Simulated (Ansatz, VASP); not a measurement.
## Two plane-wave programs on ScSi2

The input INCAR:

```
SYSTEM = ScSi2
ALGO     = Normal         ! electronic algorithm
EDIFF    = 1E-7           ! SCF threshold, eV
EDIFFG   = -0.005         ! ionic threshold
ENCUT    = 600            ! plane-wave cutoff, eV
GGA      = PE             ! functional
IBRION   = 2              ! ionic algorithm
ISIF     = 3              ! what is computed and relaxed
ISMEAR   = 0              ! smearing method
IVDW     = 12             ! dispersion correction
LASPH    = .True.         ! aspherical terms in the spheres
LCHARG   = .False.        ! write CHGCAR
LREAL    = .False.        ! projectors in reciprocal space
LWAVE    = .False.        ! write WAVECAR
NELM     = 100            ! most SCF steps
NSW      = 70             ! ionic steps
PREC     = Accurate       ! precision mode
SIGMA    = 0.1            ! smearing width, eV
```

KPOINTS

```
k-points
0
Gamma
  12 12 12
  0 0 0
```

Contents of POSCAR:

```
ScSi2
1.0
    4.0363679007      0.0000000000      0.0000000000
   -2.0181839503      3.4955971410      0.0000000000
    0.0000000000      0.0000000000      3.6092096572
Sc Si
1 2
Direct
    0.0000000000      0.0000000000      0.0000000000
    0.3333333333      0.6666666667      0.5000000000
    0.6666666667      0.3333333333      0.5000000000
```

Input for Ansatz:

```yaml
crystal:
  lattice:
    - [4.0363679007, 0.0, 0.0]
    - [-2.0181839503, 3.495597141, 0.0]
    - [0.0, 0.0, 3.6092096572]
  atoms:
    - { symbol: Sc, position: [0.0, 0.0, 0.0] }
    - { symbol: Si, position: [0.3333333333, 0.6666666667, 0.5] }
    - { symbol: Si, position: [0.6666666667, 0.3333333333, 0.5] }
basis:
  ecutwfc: 420
kpoints:
  mp_grid: { grid: [12, 12, 12] }
hamiltonian:
  xc: pbe
  dispersion: d3bj
scf:
  occupations: { method: gaussian, width: 0.1 }
output:
  forces: true
  stress: true
  eigenvalues: true
relax:
  adjacent_minimum: "off"
  f_tol: 0.005
  max_steps: 50
  cell: { stress_tol: 0.05 }
```

Alike in both runs: task relaxation of cell and atoms; functional PBE; dispersion D3(BJ); k mesh 12 × 12 × 12; occupations gaussian, width 0.1 eV; no spin polarisation.

|  | VASP | Ansatz |
| --- | --- | --- |
| version | VASP 6.6.1 | Ansatz 0.2.0 |
| potentials or method | VASP PAW PBE potentials, release 64 (Sc_sv, Si) | scalar-relativistic, plane waves, PAW |
| plane-wave cutoff (eV) | 600 | 420 |
| valence electrons in the cell | 19 | 19 |

VASP gave:

```
gap on the k mesh at the Fermi level, each at its own relaxed structure (eV) : none
relaxed volume (Å³/atom)                                                     : 16.23
relaxed cell length with the largest relative difference (Å)                 : 3.529
energy change over the relaxation (meV/atom)                                 : -10
```

Task: Estimate Ansatz's values.

Result: gap on the k mesh at the Fermi level, each at its own relaxed structure (eV): none; relaxed volume (Å³/atom): 16.21; relaxed cell length with the largest relative difference (Å): 3.524; energy change over the relaxation (meV/atom): -10.

A gap of «none» marks a metal or a gap that the smearing closes.

Caveats: pairwise dispersion overbinds metals, which lowers pressure and volume.
